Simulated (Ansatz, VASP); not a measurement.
# TiGe: VASP beside Ansatz, part 2 of 2

Wanted: the spread between two codes on one cell, functional and k mesh. The cell is invented: As first built, before any earlier steps moved the atoms (in the runner's words): it takes the ZrC structure with all of its atoms replaced by other elements, volume scaled by an estimate. It may not be a known or stable phase. The cell is taken from a series of VASP runs on this material, whose earlier steps may have relaxed, scaled or displaced it; both programs get it as it stands. Other levels of theory on this material are compared in a session of their own.

VASP 6.6.1 and Ansatz 0.2.0.

So far. Step 2 (VASP: band structure, PBE): The run ends at a pressure of -0.14 GPa.

## Step 6: VASP: band structure, PBEsol

Level of this step: PBEsol; plane waves and PAW (Ge_d, Ti_sv); invented cell (VASP).

The same cell, functional, mesh and smearing now go to VASP, with its own data sets and cutoff.

INCAR reads:

```
SYSTEM = TiGe
PREC = Accurate
ENCUT = 410
EDIFF = 1E-06
NELM = 100
ISMEAR = 0
SIGMA = 0.02
LREAL = .FALSE.
ALGO = Normal
GGA = PS
LORBIT = 11
LWAVE = .FALSE.
LCHARG = .FALSE.
KPAR = 4
```

POSCAR reads:

```
TiGe
1.0
    0.0000000000      2.5938850660      2.5938850660
    2.5938850660      0.0000000000      2.5938850660
    2.5938850660      2.5938850660      0.0000000000
Ge Ti
1 1
Direct
    0.0000000000      0.0000000000      0.0000000000
    0.5000000000      0.5000000000      0.5000000000
```

KPOINTS reads:

```
Automatic mesh
0
Gamma
5 5 5
0 0 0
```

KPOINTS_OPT reads:

```
Line mode
16
Line-mode
Reciprocal
  0.00000000   0.00000000   0.00000000 GAMMA
  0.50000000   0.00000000   0.50000000 X

  0.50000000   0.00000000   0.50000000 X
  0.50000000   0.25000000   0.75000000 W

  0.50000000   0.25000000   0.75000000 W
  0.37500000   0.37500000   0.75000000 K

  0.37500000   0.37500000   0.75000000 K
  0.00000000   0.00000000   0.00000000 GAMMA

  0.00000000   0.00000000   0.00000000 GAMMA
  0.50000000   0.50000000   0.50000000 L

  0.50000000   0.50000000   0.50000000 L
  0.62500000   0.25000000   0.62500000 U

  0.62500000   0.25000000   0.62500000 U
  0.50000000   0.25000000   0.75000000 W

  0.50000000   0.25000000   0.75000000 W
  0.50000000   0.50000000   0.50000000 L

  0.50000000   0.50000000   0.50000000 L
  0.37500000   0.37500000   0.75000000 K

  0.62500000   0.25000000   0.62500000 U
  0.50000000   0.00000000   0.50000000 X
```

Potentials, in the order of the species: Ge_d and Ti_sv (PBE family, release 64).

Command:

```
$ mpirun -np 4 vasp_std
```

Numbers of over 12 decimals in the logs are rounded to 6 here.

What it wrote:

```text
[banner, memory and clock lines left out]
running    4 mpi-ranks, on    1 nodes
[...]
|                                                                             |
|               ----> ADVICE to this user running VASP <----                  |
|                                                                             |
|     You enforced a specific xc type in the INCAR file but a different       |
|     [... a line on the potential file left out ...]
|     I HOPE YOU KNOW WHAT YOU ARE DOING!                                     |
|                                                                             |

 LDA part: xc-table for (Slater+PW92), standard interpolation
 POSCAR, INCAR and KPOINTS ok, starting setup
[...]
entering main loop
       N       E                     dE             d eps       ncg     rms          rms(c)
DAV:   1     0.180498677040E+03    0.18050E+03   -0.12758E+04   340   0.302E+03
DAV:   2     0.755997604503E+01   -0.17294E+03   -0.17162E+03   340   0.497E+02
[...]
1 F= -.14295339E+02 E0= -.14294907E+02  d E =-.863587E-03
 Start KPOINTS_OPT (optional k-point list driver)
k-point batch [1-10\160]
       N       E                     dE             ncg
DAV:   1    -0.182629746460E+04   -0.39659E+04      340
DAV:   2    -0.356932196007E+04   -0.17430E+04      356
DAV:   3    -0.377999311595E+04   -0.21067E+03      542
DAV:   4    -0.379292623520E+04   -0.12933E+02      429
DAV:   5    -0.379326079425E+04   -0.33456E+00      453
DAV:   6    -0.379326538553E+04   -0.45913E-02      431
DAV:   7    -0.379326553953E+04   -0.15400E-03      464
DAV:   8    -0.379326554517E+04   -0.56380E-05      414
DAV:   9    -0.379326554522E+04   -0.52984E-07      221
[...]
k-point batch [151-160\160]
       N       E                     dE             ncg
DAV:   1    -0.200128322166E+04   -0.10983E+05      364
DAV:   2    -0.361188433787E+04   -0.16106E+04      340
DAV:   3    -0.381652560032E+04   -0.20464E+03      520
DAV:   4    -0.382670793498E+04   -0.10182E+02      484
DAV:   5    -0.382711609484E+04   -0.40816E+00      520
DAV:   6    -0.382712025404E+04   -0.41592E-02      479
DAV:   7    -0.382712041390E+04   -0.15986E-03      592
DAV:   8    -0.382712041527E+04   -0.13746E-05      453
DAV:   9    -0.382712041531E+04   -0.38645E-07      352
```

OUTCAR, selected parts (step 6):

```text
  Total       -0.9979602     -0.9979602     -0.9979602      0.0000000      0.0000000     -0.0000000
  in kB      -45.8080315    -45.8080315    -45.8080315      0.0000000      0.0000000     -0.0000000
  external PRESSURE =     -45.8080315 kB  Pullay stress =       0.0000000 kB

 POSITION                                       TOTAL-FORCE (eV/Angst)
 -----------------------------------------------------------------------------------
      0.00000      0.00000      0.00000         0.000000     -0.000000      0.000000
      2.59389      2.59389      2.59389        -0.000000      0.000000      0.000000
 -----------------------------------------------------------------------------------
    total drift:                                0.000000     -0.000000     -0.000000

  FREE ENERGIE OF THE ION-ELECTRON SYSTEM (eV)
  ---------------------------------------------------
  free  energy   TOTEN  =       -14.2953391534 eV

  energy  without entropy=      -14.2944755660  energy(sigma->0) =      -14.29490736

[... 2 parts as in an earlier step ...]

[... 1 further part left out ...]
[key lines of the parts left out:]
E-fermi :   7.5543
```

The run ends at a pressure of -4.58 GPa.

## Step 7: Side by side

What differs besides the data sets and the points named for the pairs above, as far as they apply: Ansatz makes its cores anew for this functional, VASP keeps those of its PBE data sets. Total energies have different zeros and are not compared.

Both answers:

```tsv
quantity	Ansatz	VASP	difference
pressure (GPa)	-4.21	-4.58	+0.37
```

Levels from 3 eV below to 2 eV above the Fermi level differ by 4 meV r.m.s. and 8 meV at most; each VASP level is matched to the nearest of Ansatz, which flatters the figure a little.

## Step 8: Ansatz: band structure, PBE, spin-orbit coupling

With cell and atoms fixed, the geometry can't cause a difference; cores, projectors, grids and the points listed under the comparison can.

The cell is taken from a series of VASP runs on this material, whose earlier steps may have relaxed, scaled or displaced it; both programs get it as it stands.

input.yaml reads:

```yaml
crystal:
  lattice:
    - [0.0, 2.593885066, 2.593885066]
    - [2.593885066, 0.0, 2.593885066]
    - [2.593885066, 2.593885066, 0.0]
  atoms:
    - { symbol: Ge, position: [0.0, 0.0, 0.0] }
    - { symbol: Ti, position: [0.5, 0.5, 0.5] }
hamiltonian:
  xc: pbe
  pseudopotentials: { kind: paw_fr }
magnetization:
  noncollinear: true
  spin_orbit: true
kpoints:
  mp_grid: { grid: [7, 7, 7] }
  band_path:
    path:
      - [0.0, 0.0, 0.0]
      - [0.16667, 0.0, 0.16667]
      - [0.33333, 0.0, 0.33333]
      - [0.5, 0.0, 0.5]
      - [0.5, 0.08333, 0.58333]
      - [0.5, 0.18333, 0.68333]
      - [0.5, 0.25, 0.75]
      - [0.45, 0.3, 0.75]
      - [0.40833, 0.34167, 0.75]
      - [0.35, 0.35, 0.7]
      - [0.225, 0.225, 0.45]
      - [0.075, 0.075, 0.15]
      - [0.03333, 0.03333, 0.03333]
      - [0.23333, 0.23333, 0.23333]
      - [0.4, 0.4, 0.4]
      - [0.51667, 0.46667, 0.51667]
      - [0.55833, 0.38333, 0.55833]
      - [0.60833, 0.28333, 0.60833]
      - [0.60833, 0.25, 0.64167]
      - [0.55833, 0.25, 0.69167]
      - [0.51667, 0.25, 0.73333]
      - [0.5, 0.3, 0.7]
      - [0.5, 0.38333, 0.61667]
      - [0.5, 0.48333, 0.51667]
      - [0.475, 0.475, 0.55]
      - [0.425, 0.425, 0.65]
      - [0.38333, 0.38333, 0.73333]
      - [0.59167, 0.18333, 0.59167]
      - [0.55, 0.1, 0.55]
      - [0.5, 0.0, 0.5]
    npoints: 1
scf:
  occupations: { method: gaussian, width: 0.02 }
  n_extra_bands: 14
output:
  forces: true
  stress: true
  eigenvalues: true
```

Command:

```
$ ansatz run input.yaml --threads 2 --pin off --max-ram 4608MiB --backend cpu --events-out ev --progress --plain --runs-dir out
```

What it wrote:

```text
[...]
non-collinear run that drives no moment, with spin-orbit: no starting moment large enough to seed its density (crystal.atoms[].spin), no starting occupations that ask for one, no magnetisation constraint and no magnetic field, so the semilocal B_xc is pinned to zero
Crystal: 2 atoms, lattice volume = 34.905 Å³
[...]
k-point 1: bands = [... 22 lower, 12.1835, 12.1835, 12.2010, 12.2010, 12.8523, 12.8523, 12.8620, 12.8620, ... 10 higher]
  k-point 2: bands = [... 22 lower, 11.2479, 11.2479, 11.2986, 11.2986, 13.3211, 13.3211, 13.3260, 13.3260, ... 10 higher]
  k-point 19: bands = [... 22 lower, 9.4145, 9.4145, 10.7725, 10.7725, 13.7295, 13.7295, 13.9914, 13.9914, ... 10 higher]
[key lines of the parts left out:]
SCF converged after 7 iterations
Magnetization: |M| = 0.0000 μB,  M = (+0.0000, +0.0000, +0.0000) μB
Free energy (F): -6795.768375 eV
Fermi energy:    12.398104 eV
P = ⅓ Tr σ = 0.2444 GPa (2.444 kbar)
```

Elapsed: 10 s, on 2 threads of Arm Neoverse N1, shared host; peak memory 0.45 GiB; 19 s of CPU time.

## Step 9: VASP: band structure, PBE, spin-orbit coupling

The same cell, functional, mesh and smearing now go to VASP, with its own data sets and cutoff.

Edit INCAR of step 6 so:

```diff
@@ -9,3 +9,10 @@
 ALGO = Normal
-GGA = PS
+GGA = PE
+LNONCOLLINEAR = .TRUE.
+MAGMOM = 0 0 0 0 0 0
+NBANDS = 38
+GGA_COMPAT = .FALSE.
+LASPH = .TRUE.
+LSORBIT = .TRUE.
+LMAXMIX = 4
 LORBIT = 11
```

POSCAR is that of step 6.

KPOINTS reads:

```
Automatic mesh
0
Gamma
7 7 7
0 0 0
```

KPOINTS_OPT is that of step 6.

Command:

```
$ mpirun -np 4 vasp_ncl
```

What it wrote:

```text
[... set-up lines as in an earlier step ...]
 entering main loop
       N       E                     dE             d eps       ncg     rms          rms(c)
DAV:   1     0.263784130778E+03    0.26378E+03   -0.11025E+04  1942   0.282E+03
DAV:   2     0.305767352367E+02   -0.23321E+03   -0.22412E+03  1520   0.667E+02
DAV:   3    -0.115588858174E+02   -0.42136E+02   -0.41178E+02  1944   0.184E+02
DAV:   4    -0.154943398861E+02   -0.39355E+01   -0.38699E+01  2208   0.537E+01
[...]
DAV:  12    -0.133063007928E+02    0.81428E-05   -0.22919E-05  2154   0.696E-02    0.303E-02
DAV:  13    -0.133062930026E+02    0.77903E-05   -0.13212E-05  1598   0.427E-02    0.445E-03
DAV:  14    -0.133062931164E+02   -0.11385E-06   -0.16352E-06  1458   0.106E-02
   1 F= -.13306293E+02 E0= -.13306194E+02  d E =-.198094E-03  mag=     0.0000    -0.0000     0.0000
 Start KPOINTS_OPT (optional k-point list driver)
k-point batch [1-20\160]
       N       E                     dE             ncg
DAV:   1    -0.207751450610E+04   -0.11804E+05     1914
DAV:   2    -0.669364246783E+04   -0.46161E+04     1526
DAV:   3    -0.750330870816E+04   -0.80967E+03     1948
DAV:   4    -0.757836882441E+04   -0.75060E+02     1974
[...]
DAV:   8    -0.758309894488E+04   -0.56725E-04     1762
DAV:   9    -0.758309894691E+04   -0.20281E-05     1406
DAV:  10    -0.758309894701E+04   -0.99886E-07     1084
[...]
k-point batch [141-160\160]
       N       E                     dE             ncg
DAV:   1    -0.215189208323E+04   -0.20235E+05     1928
DAV:   2    -0.676301690011E+04   -0.46111E+04     1520
DAV:   3    -0.758979672084E+04   -0.82678E+03     1972
DAV:   4    -0.765334133942E+04   -0.63545E+02     2162
[...]
DAV:   8    -0.765731824851E+04   -0.44914E-04     1790
DAV:   9    -0.765731825049E+04   -0.19836E-05     1306
DAV:  10    -0.765731825061E+04   -0.12096E-06     1054
```

OUTCAR, selected parts (step 9):

```text
  Total       -0.0178564     -0.0178564     -0.0178564     -0.0000000     -0.0000000      0.0000000
  in kB       -0.8196364     -0.8196364     -0.8196364     -0.0000000     -0.0000000      0.0000000
  external PRESSURE =      -0.8196364 kB  Pullay stress =       0.0000000 kB

 POSITION                                       TOTAL-FORCE (eV/Angst)
 -----------------------------------------------------------------------------------
      0.00000      0.00000      0.00000         0.000000      0.000000      0.000000
      2.59389      2.59389      2.59389        -0.000000     -0.000000     -0.000000
 -----------------------------------------------------------------------------------
    total drift:                               -0.000000     -0.000000     -0.000000

  FREE ENERGIE OF THE ION-ELECTRON SYSTEM (eV)
  ---------------------------------------------------
  free  energy   TOTEN  =       -13.3062931164 eV

  energy  without entropy=      -13.3060950228  energy(sigma->0) =      -13.30619407

 magnetization (x)
# of ion       s       p       d       tot
------------------------------------------
    1        0.000   0.000   0.000   0.000
    2        0.000  -0.000   0.000   0.000
--------------------------------------------------
tot          0.000  -0.000   0.000   0.000

 magnetization (y)
# of ion       s       p       d       tot
------------------------------------------
    1        0.000  -0.000   0.000   0.000
    2        0.000   0.000   0.000   0.000
--------------------------------------------------
tot          0.000   0.000   0.000   0.000

 magnetization (z)
# of ion       s       p       d       tot
------------------------------------------
    1        0.000   0.000   0.000   0.000
    2        0.000   0.000   0.000   0.000
--------------------------------------------------
tot          0.000   0.000   0.000   0.000

[... 1 part as in an earlier step ...]

[... 2 further parts left out ...]
[key lines of the parts left out:]
E-fermi :   7.5973
```

The run ends at a pressure of -0.08 GPa.

## Step 10: Differences

What differs besides the data sets and the points named for the pairs above, as far as they apply: spin-orbit coupling enters by fully relativistic files in Ansatz and inside the spheres in VASP. Total energies have different zeros and are not compared.

Compared:

```tsv
quantity	Ansatz	VASP	difference
pressure (GPa)	0.24	-0.08	+0.33
```

Levels from 3 eV below to 2 eV above the Fermi level differ by 3 meV r.m.s. and 6 meV at most; each VASP level is matched to the nearest of Ansatz, which flatters the figure a little.

## Step 11: Results

| Quantity | Value |
| --- | --- |
| r.m.s. difference of levels near the Fermi level (band structure, PBE) | 4.3 meV |
| r.m.s. difference of levels near the Fermi level (band structure, PBEsol) | 3.6 meV |
| r.m.s. difference of levels near the Fermi level (band structure, PBE, spin-orbit coupling) | 2.6 meV |

**Reading.** The r.m.s. difference of levels near the Fermi level is 4.3 meV (band structure, PBE), within the 80 meV picked in this series as the mark of a large difference. 3 further runs of this series are not shown here. How closely two codes agree says nothing of how well the functional describes the real material.

[Lines on the potential files, build, host, timing and source positions are cut from VASP's logs without a mark.]

[Logs are printed without paths, hosts, clocks, repeated set-up lines and the standing remarks that a program may print on its own settings, such as how far it seeks lower states.]

[Hosts, paths, dates, database ids (printed as entryN), source tags and the programs' standing remarks are cut or masked in the printed files.]
